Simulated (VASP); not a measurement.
Input of a VASP 6.6.1 run:

File INCAR:

```
  PREC = Normal
  ENCUT = 520
  EDIFF = 1E-4
  ISMEAR = 0
  SIGMA = 0.15
  LREAL = False
  LASPH = True
  NELM = 60
  ALGO = Fast
  ISIF = 3
  LWAVE = False
  LCHARG = False
  GGA = PE
  IBRION = 2
  NSW = 24
  EDIFFG = -0.08
  KPAR = 2
```

KPOINTS

```
regular mesh
0
Gamma
  4 4 2
```

Contents of POSCAR:

```
Be2CdS3
1.0
    4.6985994400      0.0000000000      0.0000000000
   -2.3492997200      4.0691064800      0.0000000000
    0.0000000000      0.0000000000      6.9964188000
Be Cd S
2 1 3
Direct
    0.0000000000      0.0000000000      0.6215701400
    0.0000000000      0.0000000000      0.3784298600
    0.0000000000      0.0000000000      0.0000000000
    0.5000000000      0.0000000000      0.0000000000
    0.0000000000      0.5000000000      0.0000000000
    0.5000000000      0.5000000000      0.0000000000
```

Potentials or basis: VASP PAW PBE potentials, release 64 (Be, Cd, S).

Launch:

```console
$ cat potpaw_PBE.64/Be/POTCAR potpaw_PBE.64/Cd/POTCAR potpaw_PBE.64/S/POTCAR > POTCAR
$ mpirun -np 2 vasp_std > vasp.out
```

Task: What does it give for the relaxed cell?

Result: a = 5.487 Å, b = 5.487 Å, c = 6.951 Å, α = 90.00°, β = 90.00°, γ = 120.00°.

Task: Predict the band gap on the k mesh.

Result: None (metal or under the smearing width).

Task: What does it give for the relaxed volume?

Result: 30.21 Å³/atom.

Task: Estimate the space group after relaxing (to 0.05 Å).

Result: P6/mmm (No. 191).

Forces on the atoms (eV/Å):
```
Be   0.000  0.000 -0.011
Be   0.000  0.000  0.011
Cd   0.000  0.000  0.000
S    0.000  0.000  0.000
S    0.000  0.000  0.000
S    0.000  0.000  0.000
```

Caveat: the k mesh is coarse (spacing up to 0.45 Å⁻¹), so the values aren't converged; the volume moved by over 15 % at a fixed basis, so the end points are rough; the relaxation stopped at a loose force limit of 0.08 eV/Å, so its end isn't a converged minimum.
